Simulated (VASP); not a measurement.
Input:

```yaml
crystal:
  lattice:
    - [1.78345, -3.08903, 0.00000]
    - [1.78345, 3.08903, 0.00000]
    - [0.00000, 0.00000, 5.51460]
  atoms:
    - { symbol: Dy, position: [0.33333, 0.66667, 0.25000] }
    - { symbol: Dy, position: [0.66667, 0.33333, 0.75000] }
```

These are PBE GGA with D3 dispersion (Becke-Johnson damping), VASP's PBE PAW potentials (set 64) (plane waves; VASP) values and carry that method's errors. Settings: 520 eV cut-off, Gaussian smearing of 0.050 eV, potentials Dy_3.

The 4f electrons are frozen in the core of the lanthanide potential, so 4f levels, which can set the real gap, and their magnetism are missing.

**Question.** Predict the band gap (along the path) with the smallest direct gap where there is one.

**Answer.** 
band gap (along the path): none (metal, semimetal or under 0.01 eV)

The compound is Dy in the hcp structure. It was relaxed first.
